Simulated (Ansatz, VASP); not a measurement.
# Cross-check of Ti (Titanium) between VASP and Ansatz, part 2 of 2

One calculation is typed for both programs; each brings its own data sets. How far apart do they land? The cell is taken from a series of runs on this material, whose earlier steps may have relaxed, scaled, displaced or heated it; both programs get it as it stands.

VASP 6.6.1 and Ansatz 0.2.0.

So far: Starting point; Ansatz: zone-centre phonons, LDA.

**3. VASP: zone-centre phonons, LDA**

Level of this step: LDA; plane waves and PAW (Ti_sv) (VASP).

The same cell, functional (in two slightly different forms), mesh and smearing now go to VASP, with its own data sets.

Lines of VASP's logs that name or quote its potential files are left out, and so is its time.

File INCAR:

```
SYSTEM = Ti
PREC = Accurate
ENCUT = 500
EDIFF = 1E-08
NELM = 120
ISMEAR = 1
SIGMA = 0.2
LREAL = .FALSE.
ALGO = Normal
GGA = PW92
NBANDS = 18
LASPH = .TRUE.
LORBIT = 11
LWAVE = .FALSE.
LCHARG = .FALSE.
ISIF = 2
IBRION = 8
GGA_COMPAT = .FALSE.
KPAR = 2
```

File POSCAR:

```
Ti
1.0
    2.8436133513      0.0000000000      0.0000000000
   -1.4218066756      2.4626414008      0.0000000000
    0.0000000000      0.0000000000      4.5059346003
Ti
2
Direct
    0.3333333334      0.6666666668      0.2500000000
    0.6666666668      0.3333333334      0.7500000000
```

File KPOINTS:

```
Automatic mesh
0
Gamma
18 18 12
0 0 0
```

PAW data sets: Ti_sv (LDA family, release 64).

Run with:

```sh
mpirun -np 2 vasp_std
```

Numbers of over 12 decimals in the logs are rounded to 6 here.

Output:

```text
[banner, memory and clock lines left out]
running    2 mpi-ranks, on    1 nodes
 distrk:  each k-point on    1 cores,    2 groups
 distr:  one band on    1 cores,    1 groups

 POSCAR found type information on POSCAR Ti
 POSCAR found :  1 types and       2 ions
|                                                                             |
|               ----> ADVICE to this user running VASP <----                  |
|                                                                             |
|     You enforced a specific xc type in the INCAR file but a different       |
|     [... a line on the potential file left out ...]
|     I HOPE YOU KNOW WHAT YOU ARE DOING!                                     |
|                                                                             |

 LDA part: xc-table for (Slater(with rela. corr.)+PW92), standard interpolation
 POSCAR, INCAR and KPOINTS ok, starting setup
 FFT: planning ... GRIDC
 FFT: planning ... GRID_SOFT
 FFT: planning ... GRID
 WAVECAR not read
 entering main loop
       N       E                     dE             d eps       ncg     rms          rms(c)
DAV:   1     0.253355145192E+03    0.25336E+03   -0.13000E+04  9348   0.165E+03
DAV:   2     0.104242074769E+02   -0.24293E+03   -0.23975E+03  9504   0.452E+02
DAV:   3    -0.177753210401E+02   -0.28200E+02   -0.27888E+02 17416   0.126E+02
DAV:   4    -0.188540497523E+02   -0.10787E+01   -0.10770E+01 10562   0.258E+01
DAV:   5    -0.189044615873E+02   -0.50412E-01   -0.50402E-01 14224   0.405E+00    0.127E+01
DAV:   6    -0.170694521228E+02    0.18350E+01   -0.65266E+00 11116   0.269E+01    0.347E+00
DAV:   7    -0.170497141809E+02    0.19738E-01   -0.74949E-01 14114   0.645E+00    0.206E+00
DAV:   8    -0.170797155999E+02   -0.30001E-01   -0.23899E-01 10594   0.608E+00    0.779E-01
DAV:   9    -0.170704346816E+02    0.92809E-02   -0.49615E-02 10646   0.258E+00    0.899E-02
DAV:  10    -0.170709529745E+02   -0.51829E-03   -0.33556E-03 13448   0.384E-01    0.893E-02
DAV:  11    -0.170709545720E+02   -0.15975E-05   -0.19689E-04 12314   0.125E-01    0.402E-02
DAV:  12    -0.170709431020E+02    0.11470E-04   -0.42904E-05 11074   0.652E-02    0.330E-03
DAV:  13    -0.170709426585E+02    0.44350E-06   -0.21594E-06 12750   0.110E-02    0.338E-03
DAV:  14    -0.170709429769E+02   -0.31834E-06   -0.69795E-07  9990   0.779E-03    0.159E-03
DAV:  15    -0.170709429440E+02    0.32862E-07   -0.75089E-08 10254   0.189E-03    0.147E-04
DAV:  16    -0.170709429432E+02    0.82082E-09   -0.26115E-09  5404   0.503E-04
   1 F= -.17070943E+02 E0= -.17072027E+02  d E =0.325145E-02
 Linear response reoptimize wavefunctions to high precision
DAV:   1    -0.170709429459E+02   -0.27012E-08   -0.57344E-10  6140   0.187E-04
DAV:   2    -0.170709429459E+02    0.72760E-11   -0.14821E-10  5174   0.808E-05
 Linear response DOF=           2
 Linear response progress:
  Degree of freedom:   1/  2
       N       E                     dE             d eps       ncg     rms          rms(c)
RMM:   1    -0.539608875694E+00   -0.53961E+00    0.29909E+01 41483   0.137E+02
RMM:   2    -0.517589090505E+00    0.22020E-01   -0.32582E-01 75009   0.468E+00    0.291E-01
RMM:   3    -0.514838284143E+00    0.27508E-02   -0.19946E-02 83751   0.124E+00    0.129E-01
RMM:   4    -0.515451127396E+00   -0.61284E-03   -0.75873E-03 98688   0.534E-01    0.178E-02
RMM:   5    -0.516139437688E+00   -0.68831E-03   -0.15104E-03103999   0.206E-01    0.105E-02
RMM:   6    -0.516482643987E+00   -0.34321E-03   -0.63082E-04102239   0.101E-01    0.124E-02
RMM:   7    -0.516988015770E+00   -0.50537E-03   -0.11510E-04 94593   0.500E-02    0.350E-03
RMM:   8    -0.517250805296E+00   -0.26279E-03   -0.40841E-05101717   0.274E-02    0.112E-03
RMM:   9    -0.517251702682E+00   -0.89739E-06   -0.13727E-05105578   0.138E-02    0.603E-04
RMM:  10    -0.517269349851E+00   -0.17647E-04   -0.51415E-06103576   0.753E-03    0.188E-04
RMM:  11    -0.517280734519E+00   -0.11385E-04   -0.10358E-05104434   0.442E-03    0.146E-04
RMM:  12    -0.517278840588E+00    0.18939E-05   -0.41311E-06105209   0.252E-03    0.474E-05
RMM:  13    -0.517276338143E+00    0.25024E-05   -0.65664E-06104995   0.161E-03    0.682E-05
RMM:  14    -0.517279915950E+00   -0.35778E-05   -0.38943E-06 99107   0.109E-03    0.177E-05
RMM:  15    -0.517279643219E+00    0.27273E-06   -0.48462E-06107583   0.756E-04    0.125E-05
RMM:  16    -0.517280174747E+00   -0.53153E-06   -0.27165E-06 98483   0.554E-04    0.138E-05
RMM:  17    -0.517279772609E+00    0.40214E-06   -0.30277E-06102758   0.424E-04    0.232E-06
RMM:  18    -0.517279619455E+00    0.15315E-06   -0.17618E-06104194   0.336E-04    0.821E-06
RMM:  19    -0.517279651861E+00   -0.32406E-07   -0.18537E-06104939   0.273E-04    0.885E-06
RMM:  20    -0.517279675288E+00   -0.23427E-07   -0.12878E-06104355   0.229E-04    0.113E-05
RMM:  21    -0.517279791654E+00   -0.11637E-06   -0.13058E-06 94306   0.201E-04    0.857E-06
RMM:  22    -0.517279817911E+00   -0.26256E-07   -0.10098E-06103381   0.176E-04    0.854E-06
RMM:  23    -0.517279836065E+00   -0.18155E-07   -0.88669E-07 96980   0.158E-04    0.718E-06
RMM:  24    -0.517279836114E+00   -0.48514E-10   -0.72673E-07103483   0.142E-04    0.829E-06
 first order change of Fermi-energy   0.59427E-04
 force on displaced ion       1 direction 1 :  -1.092  -0.000   0.000
 Linear response progress:
  Degree of freedom:   2/  2
       N       E                     dE             d eps       ncg     rms          rms(c)
RMM:   1    -0.650519008037E+00   -0.65052E+00    0.32934E+01 14258   0.139E+02
RMM:   2    -0.616819320628E+00    0.33700E-01   -0.33449E-01 26231   0.475E+00    0.303E-01
RMM:   3    -0.614691783382E+00    0.21275E-02   -0.24967E-02 28691   0.132E+00    0.133E-01
RMM:   4    -0.616196482985E+00   -0.15047E-02   -0.99723E-03 33080   0.578E-01    0.435E-02
RMM:   5    -0.616697547079E+00   -0.50106E-03   -0.18387E-03 31277   0.235E-01    0.223E-02
RMM:   6    -0.617316153918E+00   -0.61861E-03   -0.78952E-04 34440   0.123E-01    0.109E-02
RMM:   7    -0.617620614563E+00   -0.30446E-03   -0.11709E-04 34659   0.543E-02    0.758E-03
RMM:   8    -0.618232837166E+00   -0.61222E-03   -0.33596E-05 30310   0.340E-02    0.317E-03
RMM:   9    -0.618226473411E+00    0.63638E-05   -0.79763E-06 34315   0.172E-02    0.138E-03
RMM:  10    -0.618186621513E+00    0.39852E-04   -0.49408E-06 33996   0.951E-03    0.317E-04
RMM:  11    -0.618191089958E+00   -0.44684E-05   -0.28382E-06 36052   0.539E-03    0.251E-04
RMM:  12    -0.618197753027E+00   -0.66631E-05   -0.23919E-06 34860   0.332E-03    0.108E-04
RMM:  13    -0.618202719784E+00   -0.49668E-05   -0.10356E-06 35278   0.224E-03    0.920E-05
RMM:  14    -0.618201070548E+00    0.16492E-05   -0.13787E-06 35500   0.155E-03    0.265E-05
[...]
RMM:  30    -0.618201622272E+00   -0.85912E-08   -0.16194E-07 32407   0.221E-04    0.414E-06
RMM:  31    -0.618201632161E+00   -0.98893E-08   -0.16088E-07 32604   0.209E-04    0.506E-06
RMM:  32    -0.618201636910E+00   -0.47493E-08   -0.14126E-07 28622   0.199E-04    0.619E-06
RMM:  33    -0.618201644362E+00   -0.74513E-08   -0.14808E-07 26792   0.190E-04    0.730E-06
RMM:  34    -0.618201649685E+00   -0.53239E-08   -0.12889E-07 26877   0.181E-04    0.825E-06
RMM:  35    -0.618201653843E+00   -0.41580E-08   -0.12201E-07 26204   0.173E-04    0.920E-06
RMM:  36    -0.618201658811E+00   -0.49677E-08   -0.10091E-07 26732   0.166E-04    0.100E-05
RMM:  37    -0.618201662933E+00   -0.41221E-08   -0.96459E-08 25626   0.160E-04    0.108E-05
 first order change of Fermi-energy  -0.17459E-03
 force on displaced ion       1 direction 3 :  -0.000   0.000  -4.180
 Linear response finished
```

Parts of OUTCAR (step 3):

```text
ion  position               nearest neighbor table
   1  0.333  0.667  0.250-   2 2.79   2 2.79   2 2.79   2 2.79   2 2.79   2 2.79
   2  0.667  0.333  0.750-   1 2.79   1 2.79   1 2.79   1 2.79   1 2.79   1 2.79

  LATTYP: Found a hexagonal cell.
 ALAT       =     2.8436133513
 C/A-ratio  =     1.5845806176

 Subroutine GETGRP returns: Found 24 space group operations
 (whereof 12 operations were pure point group operations)

The static configuration has the point symmetry D_3d.
 The point group associated with its full space group is D_6h.

 Found    259 irreducible k-points:

   k-points           NKPTS =    259   k-points in BZ     NKDIM =    259   number of bands    NBANDS=     18

   dimension x,y,z NGX =    24 NGY =   24 NGZ =   36
   dimension x,y,z NGXF=    48 NGYF=   48 NGZF=   72

   ENCUT  =  500.0 eV  36.75 Ry    6.06 a.u.   5.18  5.18  8.22*2*pi/ulx,y,z

   NELECT =      24.0000    total number of electrons

 k-points in reciprocal lattice and weights: Automatic mesh
   0.00000000  0.00000000  0.00000000       0.000
   0.05555556  0.00000000  0.00000000       0.002
   0.11111111  0.00000000  0.00000000       0.002
   0.16666667  0.00000000  0.00000000       0.002
   0.22222222  0.00000000  0.00000000       0.002
   0.27777778  0.00000000  0.00000000       0.002
   0.33333333  0.00000000  0.00000000       0.002
   0.38888889  0.00000000  0.00000000       0.002
   0.44444444  0.00000000  0.00000000       0.002
[...]
0.33333333  0.27777778  0.50000000       0.003
   0.33333333  0.33333333  0.50000000       0.001

 average (electrostatic) potential at core
       1 -71.3080       2 -71.3080

  Total        0.4458021      0.4458021      0.4506087      0.0000000      0.0000000      0.0000000
  in kB       22.6358149     22.6358149     22.8798678      0.0000000      0.0000000      0.0000000
  external PRESSURE =      22.7171659 kB  Pullay stress =       0.0000000 kB

  energy-cutoff  :      500.00
  volume of cell :       31.55
      direct lattice vectors                 reciprocal lattice vectors
     2.843613351  0.000000000  0.000000000     0.351665250  0.203034027  0.000000000
    -1.421806676  2.462641401  0.000000000     0.000000000  0.406068053  0.000000000
     0.000000000  0.000000000  4.505934600     0.000000000  0.000000000  0.221929542

 POSITION                                       TOTAL-FORCE (eV/Angst)
 -----------------------------------------------------------------------------------
      0.00000      1.64176      1.12648        -0.000000      0.000000      0.000000
      1.42181      0.82088      3.37945         0.000000      0.000000      0.000000
 -----------------------------------------------------------------------------------
    total drift:                               -0.000000     -0.000000      0.000000

 Eigenvectors and eigenvalues of the dynamical matrix
 ----------------------------------------------------

   1 f  =    6.532806 THz    41.046828 2PiTHz  217.910936 cm-1    27.017501 meV
             X         Y         Z           dx          dy          dz
      0.000000  1.641761  1.126484    -0.000000    0.000000    0.707107
      1.421807  0.820880  3.379451     0.000000    0.000000   -0.707107

   2 f  =    3.338710 THz    20.977736 2PiTHz  111.367391 cm-1    13.807791 meV
             X         Y         Z           dx          dy          dz
      0.000000  1.641761  1.126484     0.332523    0.624042    0.000000
      1.421807  0.820880  3.379451    -0.332523   -0.624042    0.000000

   3 f  =    3.338710 THz    20.977736 2PiTHz  111.367391 cm-1    13.807791 meV
             X         Y         Z           dx          dy          dz
      0.000000  1.641761  1.126484    -0.624042    0.332523   -0.000000
      1.421807  0.820880  3.379451     0.624042   -0.332523    0.000000

   4 f  =    0.000000 THz     0.000000 2PiTHz    0.000001 cm-1     0.000000 meV
             X         Y         Z           dx          dy          dz
      0.000000  1.641761  1.126484    -0.174905   -0.685134    0.000000
      1.421807  0.820880  3.379451    -0.174905   -0.685134    0.000000

   5 f  =    0.000000 THz     0.000000 2PiTHz    0.000000 cm-1     0.000000 meV
             X         Y         Z           dx          dy          dz
      0.000000  1.641761  1.126484    -0.000000    0.000000    0.707107
      1.421807  0.820880  3.379451     0.000000    0.000000    0.707107

   6 f/i=    0.000000 THz     0.000000 2PiTHz    0.000002 cm-1     0.000000 meV
             X         Y         Z           dx          dy          dz
      0.000000  1.641761  1.126484     0.685134   -0.174905   -0.000000
      1.421807  0.820880  3.379451     0.685134   -0.174905    0.000000

 ELASTIC MODULI CONTR FROM IONIC RELAXATION (kBar)
 Direction    XX          YY          ZZ          XY          YZ          ZX
 --------------------------------------------------------------------------------
 XX        -186.5367    186.5367      0.0000     -0.0000      0.0000      0.0000
 YY         186.5367   -186.5367     -0.0000     -0.0000      0.0000      0.0000
 ZZ           0.0000     -0.0000     -0.0000      0.0000      0.0000     -0.0000
 XY          -0.0000     -0.0000      0.0000   -186.5367      0.0000      0.0000
 YZ           0.0000      0.0000      0.0000      0.0000      0.0000      0.0000
 ZX           0.0000      0.0000     -0.0000      0.0000      0.0000     -0.0000
 --------------------------------------------------------------------------------
```

**4. Side by side**

Known differences besides the potentials themselves: the cutoff is 420 eV in Ansatz and 500 eV in VASP; VASP's log shows a relativistic correction to its local exchange, Ansatz's none. Total energies have different zeros and are not compared.

Both answers:

```
                  quantity  Ansatz   VASP  difference
optical mode 1 to 2 (cm⁻¹)   111.0  111.4     -0.37 %
     optical mode 3 (cm⁻¹)   215.4  217.9     -1.14 %
```

Modes are paired by rising frequency, not by their patterns, so a pair may set unlike modes beside each other; they are those without the splitting of longitudinal modes.

**5. Outcome**

- r.m.s. difference of the optical zone-centre modes, each program's sorted by frequency (zone-centre phonons, LDA): 1.5 cm⁻¹
- difference in optical mode 3 (zone-centre phonons, LDA): -1.1 %

What this shows: The r.m.s. difference of the optical zone-centre modes, each program's sorted by frequency is 1.5 cm⁻¹ (zone-centre phonons, LDA). Among the rows given in per cent, the largest difference of the zone-centre phonons, LDA pair is in optical mode 3, -1.1 %. How closely two codes agree says nothing of how well the functional describes the real material.

[Lines on the potential files, build, host, timing and source positions are cut from VASP's logs without a mark.]

[Logs are printed without paths, hosts, clocks, repeated set-up lines and the standing remarks that a program may print on its own settings, such as how far it seeks lower states.]

[Hosts, paths, dates, database ids (printed as entryN), source tags and the programs' standing remarks are cut or masked in the printed files.]
